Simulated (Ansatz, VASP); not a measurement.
**BaBr in VASP and in Ansatz**

```
Ba Br
1.0
     4.50791    0.00000    0.00000
    -2.25396    3.90397    0.00000
     0.00000    0.00000    4.78962
Ba Br
1 1
Direct
  0.66667 0.33333 0.50000
  0.00000 0.00000 0.00000
```

Alike in both runs: task relaxation of cell and atoms; functional PBE; k mesh 6 × 6 × 4; occupations gaussian, width 0.1 eV; no spin polarisation.

|  | VASP | Ansatz |
| --- | --- | --- |
| version | VASP 6.6.1 | Ansatz 0.2.0 |
| potentials or method | VASP PAW PBE potentials, release 64 (Ba_sv, Br) | scalar-relativistic, plane waves, PAW |
| plane-wave cutoff (eV) | 600 | 420 |
| valence electrons in the cell | 17 | 17 |

|  | VASP | Ansatz | Ansatz less VASP |
| --- | --- | --- | --- |
| gap on the k mesh at the Fermi level, each at its own relaxed structure (eV) | none | none | - |
| relaxed volume (Å³/atom) | 38.89 | 37.87 | -1.016 |
| relaxed cell length with the largest relative difference (Å) | 4.785 | 4.741 | -0.0444 |
| energy change over the relaxation (meV/atom) | -15 | -19 | -4.2 |

A gap of «none» marks a metal or a gap that the smearing closes.

Caveats: an odd number of electrons without spin polarisation forces a metal; a magnetic or distorted state may lie lower. The runs have no spin-orbit coupling, so splittings on Ba are missing.
